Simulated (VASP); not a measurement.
# Si2WC3 (P6/mmm) in VASP: further runs

The runs below take Si2WC3 through relaxation of cell and atoms, with PBE.

Program: VASP 6.6.1. These are calculated values, not measurements. Logs are shortened: lines on timing, memory, paths and dates and some standing lists are left out, and cuts for length are marked.

## 1. The crystal as given

Symmetry: P6/mmm, No. 191, hexagonal system. The conventional cell has a = 4.002 Å, b = 4.002 Å, c = 6.665 Å, α = 90.00°, β = 90.00°, γ = 120.00°. Around Si (site symmetry -6m2) lie 3 C at 2.31 Å and 3 Si at 2.31 Å. W (site symmetry 6/mmm) has 2 C at 1.92 Å as nearest neighbours. C (site symmetry 6mm) is surrounded by 1 C at 1.41 Å. C (site symmetry 6/mmm) is surrounded by 2 C at 1.41 Å.

The cell was built by a generator and needn't be a form met in nature.

## 2. Relaxation of cell and atoms, PBE

Contents of INCAR:

```
PREC = Normal ; ENCUT = 520
EDIFF = 1E-4 ; ISMEAR = 0
SIGMA = 0.15 ; LREAL = False
LASPH = True ; NELM = 60
ALGO = Fast ; ISIF = 3
LWAVE = False ; LCHARG = False
GGA = PE ; IBRION = 2
NSW = 24 ; EDIFFG = -0.08
```

Contents of KPOINTS:

```
Automatic mesh
0
Gamma
  5 5 3
```

Contents of POSCAR:

```
Si2WC3
1.0
    4.0021878300      0.0000000000      0.0000000000
   -2.0010939100      3.4659963300      0.0000000000
    0.0000000000      0.0000000000      6.6651073800
Si W C
2 1 3
Direct
    0.3333333300      0.6666666700      0.0000000000
    0.6666666700      0.3333333300      0.0000000000
    0.0000000000      0.0000000000      0.5000000000
    0.0000000000      0.0000000000      0.7887809000
    0.0000000000      0.0000000000      0.2112191000
    0.0000000000      0.0000000000      0.0000000000
```

Potentials or basis: VASP PAW PBE potentials, release 64 (Si, W_sv, C).

Command:

```sh
cat potpaw_PBE.64/Si/POTCAR potpaw_PBE.64/W_sv/POTCAR potpaw_PBE.64/C/POTCAR > POTCAR
mpirun -np 1 vasp_std > vasp.out
```

OUTCAR:

```text
PREC = Normal
   ENCUT = 520
   EDIFF = 1E-4
   ISMEAR = 0
   LREAL = False
   LASPH = True
   NELM = 60
   ISIF = 3
   GGA = PE
   IBRION = 2
   NSW = 24
   EDIFFG = -0.08

 ion  position               nearest neighbor table
   1  0.333  0.667  0.000-   6 2.31   2 2.31   2 2.31   6 2.31   6 2.31   2 2.31
   2  0.667  0.333  0.000-   6 2.31   1 2.31   1 2.31   6 2.31   6 2.31   1 2.31
   3  0.000  0.000  0.500-   4 1.92   5 1.92
   4  0.000  0.000  0.789-   6 1.41   3 1.92
   5  0.000  0.000  0.211-   6 1.41   3 1.92
   6  0.000  0.000  0.000-   4 1.41   5 1.41   1 2.31   2 2.31   1 2.31   2 2.31   2 2.31   1 2.31

  LATTYP: Found a hexagonal cell.
 ALAT       =     4.0021878300
 C/A-ratio  =     1.6653659606

  Lattice vectors:

 A1 = (   4.0021878300,   0.0000000000,   0.0000000000)
 A2 = (  -2.0010939100,   3.4659963300,   0.0000000000)
 A3 = (   0.0000000000,   0.0000000000,   6.6651073800)

Analysis of symmetry for initial positions (statically):
=====================================================================
 Subroutine PRICEL returns:
 Original cell was already a primitive cell.

 Routine SETGRP: Setting up the symmetry group for a
 hexagonal supercell.

 Subroutine GETGRP returns: Found 24 space group operations
 (whereof 24 operations were pure point group operations)
 out of a pool of 24 trial point group operations.

The static configuration has the point symmetry D_6h.

Analysis of symmetry for dynamics (positions and initial velocities):
=====================================================================
 Subroutine PRICEL returns:
 Original cell was already a primitive cell.

 Routine SETGRP: Setting up the symmetry group for a
 hexagonal supercell.

 Subroutine GETGRP returns: Found 24 space group operations
 (whereof 24 operations were pure point group operations)
 out of a pool of 24 trial point group operations.

The dynamic configuration has the point symmetry D_6h.

 Subroutine INISYM returns: Found 24 space group operations
 (whereof 24 operations are pure point group operations),
 and found     1 'primitive' translations

----------------------------------------------------------------------------------------

                                     Primitive cell

  volume of cell :      92.4555

  direct lattice vectors                    reciprocal lattice vectors
     4.002187830  0.000000000  0.000000000     0.249863335  0.144258664  0.000000000
    -2.001093910  3.465996330  0.000000000     0.000000000  0.288517328  0.000000000
     0.000000000  0.000000000  6.665107380     0.000000000  0.000000000  0.150035092

  length of vectors
     4.002187830  4.002187826  6.665107380     0.288517328  0.288517328  0.150035092

  position of ions in fractional coordinates (direct lattice)
     0.333333330  0.666666670  0.000000000
     0.666666670  0.333333330  0.000000000
     0.000000000  0.000000000  0.500000000
     0.000000000  0.000000000  0.788780900
     0.000000000  0.000000000  0.211219100
     0.000000000  0.000000000  0.000000000

  ion indices of the primitive-cell ions
   primitive index   ion index
                 1           1
                 2           2
                 3           3
                 4           4
                 5           5
                 6           6

----------------------------------------------------------------------------------------

 KPOINTS: Automatic mesh

Automatic generation of k-mesh.
 Grid dimensions read from file:
 generate k-points for:    5    5    3

 Generating k-lattice:

  Cartesian coordinates                     Fractional coordinates (reciprocal lattice)
     0.049972667  0.028851733  0.000000000     0.200000000 -0.000000000  0.000000000
     0.000000000  0.057703466  0.000000000     0.000000000  0.200000000  0.000000000
     0.000000000  0.000000000  0.050011697     0.000000000  0.000000000  0.333333333

  Length of vectors
     0.057703466  0.057703466  0.050011697

  Shift w.r.t. Gamma in fractional coordinates (k-lattice)
     0.000000000  0.000000000  0.000000000

 Subroutine IBZKPT returns following result:
 ===========================================

 Found     10 irreducible k-points:

 Following reciprocal coordinates:
            Coordinates               Weight
  0.000000  0.000000  0.000000      1.000000
  0.200000 -0.000000  0.000000      6.000000
  0.400000 -0.000000  0.000000      6.000000
  0.200000  0.200000  0.000000      6.000000
  0.400000  0.200000  0.000000      6.000000
  0.000000  0.000000  0.333333      2.000000
  0.200000 -0.000000  0.333333     12.000000
  0.400000 -0.000000  0.333333     12.000000
  0.200000  0.200000  0.333333     12.000000
  0.400000  0.200000  0.333333     12.000000
   k-points           NKPTS =     10   k-points in BZ     NKDIM =     10   number of bands    NBANDS=     21
   number of dos      NEDOS =    301   number of ions     NIONS =      6
   total plane-waves  NPLWV =  23040
   dimension x,y,z NGX =    24 NGY =   24 NGZ =   40
   dimension x,y,z NGXF=    48 NGYF=   48 NGZF=   80
   ions per type =               2   1   3
   NGX,Y,Z   is equivalent  to a cutoff of   9.97,  9.97,  9.98 a.u.
   NGXF,Y,Z  is equivalent  to a cutoff of  19.94, 19.94, 19.95 a.u.
 SYSTEM =  unknown system
   PREC   = normal    normal or accurate (medium, high low for compatibility)
   ISTART =      0    job   : 0-new  1-cont  2-samecut
   ICHARG =      2    charge: 1-file 2-atom 10-const
   ISPIN  =      1    spin polarized calculation?
   LNONCOLLINEAR =      F non collinear calculations
   LSORBIT =      F    spin-orbit coupling
   LASPH  =      T    aspherical Exc in radial PAW
   ENCUT  =  520.0 eV  38.22 Ry    6.18 a.u.   7.44  7.44 12.39*2*pi/ulx,y,z
   NELM   =     60;   NELMIN=  2; NELMDL= -5     # of ELM steps
   EDIFF  = 0.1E-03   stopping-criterion for ELM
   LREAL  =      F    real-space projection
   EDIFFG = -.8E-01   stopping-criterion for IOM
   NSW    =     24    number of steps for IOM
   IBRION =      2    ionic relax: 0-MD 1-quasi-New 2-CG
   NFREE  =      1    steps in history (QN), initial steepest desc. (CG)
   ISIF   =      3    stress and relaxation
   ISYM   =      2    0-nonsym 1-usesym 2-fastsym
   POTIM  = 0.5000    time-step for ionic-motion
   TEBEG  =    0.0;   TEEND  =   0.0 temperature during run
   PSTRESS=    0.0 pullay stress
   NELECT =      34.0000    total number of electrons
   NUPDOWN=      -1.0000    fix difference up-down
   EMIN   =  10.00;   EMAX   =-10.00  energy-range for DOS
   EFERMI =   0.00;   METHOD = LEGACY
   ISMEAR =     0;   SIGMA  =   0.15  broadening in eV -4-tet -1-fermi 0-gaus
   EFERMI_NEDOS =   21; number of points for ismear=-14 and -15
   IALGO  =     68    algorithm
   IMIX   =      4    mixing-type and parameters
     AMIX     =   0.40;   BMIX     =  1.00
     AMIX_MAG =   1.60;   BMIX_MAG =  1.00
  volume/ion in A,a.u.               =      15.41       103.99
  Fermi-wavevector in a.u.,A,eV,Ry     =   1.172889  2.216439 18.717106  1.375669
  Thomas-Fermi vector in A             =   2.309311
   LORBIT       =      0    0 simple, 1 ext, 2 COOP (PROOUT), +10 PAW based schemes
   GGA     = PE    functional components
   LHFCALC =     F    Hartree Fock is set to
   AEXX    =    0.0000 exact exchange contribution
   IVDW    =     0    specifies the selected vdW correction
   LEPSILON=     F    determine dielectric tensor
   LRPA    =     F    only Hartree local field effects (RPA)
 conjugate gradient relaxation of ions
 non-spin polarized calculation
 RMM-DIIS sequential band-by-band and
 Gauss-broadening in eV      SIGMA  =   0.15
  energy-cutoff  :      520.00
  volume of cell :       92.46
 maximum number of plane-waves:      2539
   NGX = 15   NGY = 15   NGZ = 25

--------------------------------------- Ionic step        1  -------------------------------------------

 number of electron      34.0000008 magnetization

 Free energy of the ion-electron system (eV)
  ---------------------------------------------------
  ext. energy  EPLUGINS =         0.00000000
  ---------------------------------------------------
  free energy    TOTEN  =       -38.85215007 eV

  energy without entropy =      -38.78731304  energy(sigma->0) =      -38.81973155

 E-fermi :   5.3698     XC(G=0): -10.1866

 val. band max:        5.3667616861   @ k =   0.0000   0.0000   0.3333
 cond. band min:       5.3850680820   @ k =   0.2000  -0.0000   0.0000
 fundamental gap:      0.0183063959
 Fermi energy:         5.3697774107

 k-point     1 :       0.0000    0.0000    0.0000
  band No.  band energies     occupation
      1     -69.0015      2.00000
      2     -33.2123      2.00000
      3     -33.2123      2.00000
      4     -33.1511      2.00000
      5     -12.1235      2.00000
      6      -7.4369      2.00000
[... 342 lines left out ...]
  FREE ENERGIE OF THE ION-ELECTRON SYSTEM (eV)
  ---------------------------------------------------
  free  energy   TOTEN  =       -39.3115856414 eV

  energy  without entropy=      -39.2670055099  energy(sigma->0) =      -39.28929558

[... ionic steps 4 to 7 ...]

--------------------------------------- Ionic step        8  -------------------------------------------

 number of electron      34.0000023 magnetization

------------------------ aborting loop because EDIFF is reached ----------------------------------------

  FORCE on cell =-STRESS in cart. coord.  units (eV):
  Direction    XX          YY          ZZ          XY          YZ          ZX
  --------------------------------------------------------------------------------------
  -------------------------------------------------------------------------------------
  Total        0.0364534      0.0364534      0.1703098      0.0000000     -0.0000000     -0.0000000
  in kB        0.5518618      0.5518618      2.5782889      0.0000000     -0.0000000     -0.0000000
  external PRESSURE =       1.2273375 kB  Pullay stress =       0.0000000 kB
[... 65 lines left out ...]
  energy  without entropy=      -39.4964221844  energy(sigma->0) =      -39.52396233

--------------------------------------- Ionic step       10  -------------------------------------------

 number of electron      34.0000024 magnetization

 Free energy of the ion-electron system (eV)
  ---------------------------------------------------
  ext. energy  EPLUGINS =         0.00000000
  ---------------------------------------------------
  free energy    TOTEN  =       -39.55211191 eV

  energy without entropy =      -39.49747911  energy(sigma->0) =      -39.52479551

 E-fermi :   4.1771     XC(G=0):  -9.5663

 val. band max:        4.1732328818   @ k =   0.0000   0.0000   0.0000
 cond. band min:       4.1929922570   @ k =   0.2000  -0.0000   0.3333
 fundamental gap:      0.0197593752
 Fermi energy:         4.1771177571

 k-point     1 :       0.0000    0.0000    0.0000
  band No.  band energies     occupation
      1     -70.2808      2.00000
      2     -34.5094      2.00000
      3     -34.5094      2.00000
      4     -34.3375      2.00000
      5     -12.6487      2.00000
      6      -8.5307      2.00000
[... 262 lines left out ...]
  FREE ENERGIE OF THE ION-ELECTRON SYSTEM (eV)
  ---------------------------------------------------
  free  energy   TOTEN  =       -39.5521119061 eV

  energy  without entropy=      -39.4974791142  energy(sigma->0) =      -39.52479551

 reached required accuracy - stopping structural energy minimisation
```

It took 50 s on 1 thread of Intel Xeon Platinum 8488C (Sapphire Rapids), shared host; peak memory 0.17 GiB.

What came out:

* Free energy: -39.5521 eV
* Relaxed volume: 17.65 Å³/atom
* Relaxed cell: a = 4.301 Å, b = 4.301 Å, c = 6.609 Å, α = 90.00°, β = 90.00°, γ = 120.00°
* Space group after relaxing (to 0.05 Å): P6/mmm (No. 191)
* Energy gained by relaxing: 116.7 meV/atom
* Ionic steps: 10
* Pressure after relaxing: 0.0 GPa
* Largest force after relaxing: 0.012 eV/Å
* Band gap on the k mesh: none (metal or under the smearing width)

Forces on the atoms (eV/Å):
```
Si   0.000  0.000  0.000
Si   0.000  0.000  0.000
W    0.000  0.000  0.000
C    0.000  0.000  0.012
C    0.000  0.000 -0.012
C    0.000  0.000  0.000
```

The path:
| step | energy change (eV) | largest force (eV/Å) | pressure (GPa) | volume (Å³) |
| --- | --- | --- | --- | --- |
| 1 | 0.0000 | 3.4158 | 5.55 | 92.46 |
| 2 | 0.0894 | 8.0204 | 8.79 | 99.70 |
| 3 | -0.4594 | 1.2168 | 5.75 | 96.19 |
| 4 | -0.6825 | 0.3206 | -1.07 | 105.84 |
| 5 | -0.6829 | 0.2787 | -1.28 | 106.26 |
| 6 | -0.6673 | 0.2139 | 2.24 | 105.21 |
| 7 | -0.6954 | 0.1139 | 0.12 | 105.84 |
| 8 | -0.6998 | 0.0977 | 0.12 | 105.83 |
| 9 | -0.6994 | 0.1972 | -0.04 | 105.97 |
| 10 | -0.7000 | 0.0123 | -0.03 | 105.88 |

Final structure:
```xyz
6
Lattice="4.3011 0.0000 0.0000 -2.1505 3.7249 0.0000 0.0000 0.0000 6.6089" Properties=species:S:1:pos:R:3 pbc="T T T"
Si    0.0000    2.4832    0.0000
Si    2.1505    1.2416    0.0000
W     0.0000    0.0000    3.3045
C     4.3011    0.0000    5.2851
C    -2.1505    3.7249    1.3238
C     0.0000    0.0000    0.0000
```

Levels at points of the mesh, in eV from the Fermi level:
| k point | band 14 | band 15 | band 16 | band 17 | band 18 | band 19 | band 20 | band 21 |
| --- | --- | --- | --- | --- | --- | --- | --- | --- |
| (0.00, 0.00, 0.00) | -2.32 | -2.32 | -2.17 | -1.32 | -0.49 | 0.00 | 0.00 | 2.86 |

Caveat: the k mesh is coarse (spacing up to 0.36 Å⁻¹), so the values aren't converged; the relaxation stopped at a loose force limit of 0.08 eV/Å, so its end isn't a converged minimum. Spin-orbit coupling is left out, which matters for the levels of W.

## 3. Relaxation of cell and atoms, PBE

This run uses another cell than the first one, of 13.91 Å³/atom, 0.903 times its volume.

INCAR is that of step 2.

Contents of KPOINTS:

```
Automatic mesh
0
Gamma
  4 4 5
```

Contents of POSCAR:

```
Si2WC3
1.0
    5.1325076700      0.0000000000      0.0000000000
   -2.5662538300      4.4448820300      0.0000000000
    0.0000000000      0.0000000000      3.6587524700
Si W C
2 1 3
Direct
    0.3333333300      0.6666666700      0.5000000000
    0.6666666700      0.3333333300      0.5000000000
    0.0000000000      0.0000000000      0.0000000000
    0.5000000000      0.0000000000      0.0000000000
    0.0000000000      0.5000000000      0.0000000000
    0.5000000000      0.5000000000      0.0000000000
```

Potentials or basis: VASP PAW PBE potentials, release 64 (Si, W_sv, C).

Command:

```sh
cat potpaw_PBE.64/Si/POTCAR potpaw_PBE.64/W_sv/POTCAR potpaw_PBE.64/C/POTCAR > POTCAR
mpirun -np 1 vasp_std > vasp.out
```

Wall time 72 s (1 thread of Intel Xeon Platinum 8488C (Sapphire Rapids), shared host); peak memory 0.16 GiB.

Results (log left out):

- Free energy: -42.8126 eV
- Relaxed volume: 9.81 Å³/atom
- Relaxed cell: a = 4.899 Å, b = 4.899 Å, c = 2.830 Å, α = 90.00°, β = 90.00°, γ = 120.00°
- Space group after relaxing (to 0.05 Å): P6/mmm (No. 191)
- Energy gained by relaxing: 777.7 meV/atom
- Ionic steps: 12
- Pressure after relaxing: 0.2 GPa
- Band gap on the k mesh: none (metal or under the smearing width)

Stress tensor (GPa, compression positive):
```
0.20 0.00 0.00
0.00 0.20 0.00
0.00 0.00 0.06
```

Step by step:
```tsv
step	energy change (eV)	largest force (eV/Å)	pressure (GPa)	volume (Å³)
1	0.0000	0.0000	-32.05	83.47
2	-3.3264	0.0000	21.01	54.14
3	-3.5746	0.0000	1.93	58.49
4	-4.1151	0.0000	1.83	57.33
5	-2.9816	0.0000	49.51	52.46
6	-4.5152	0.0000	15.24	55.54
7	-4.5496	0.0000	11.81	55.95
8	-4.5558	0.0000	-6.50	61.31
9	-4.6618	0.0000	1.62	58.55
10	-4.6619	0.0000	1.35	58.60
11	-4.6644	0.0000	-0.71	58.98
12	-4.6660	0.0000	0.15	58.84
```

Final structure:
```
Si W C
1.0
     4.89940    0.00000    0.00000
    -2.44970    4.24301    0.00000
     0.00000    0.00000    2.83048
Si W C
2 1 3
Direct
  0.33333 0.66667 0.50000
  0.66667 0.33333 0.50000
  0.00000 0.00000 0.00000
  0.50000 0.00000 0.00000
  0.00000 0.50000 0.00000
  0.50000 0.50000 0.00000
```

Levels at points of the mesh, in eV from the Fermi level:
```csv
k point,band 14,band 15,band 16,band 17,band 18,band 19,band 20,band 21
"(0.00, 0.00, 0.00)",-0.51,0.30,0.30,0.38,1.05,1.05,1.18,1.25
"(0.50, 0.00, 0.00)",-3.17,-2.07,-0.98,-0.08,0.45,2.00,2.21,2.68
```

Caveat: the volume moved by over 15 % at a fixed basis, so the end points are rough; the relaxation stopped at a loose force limit of 0.08 eV/Å, so its end isn't a converged minimum.
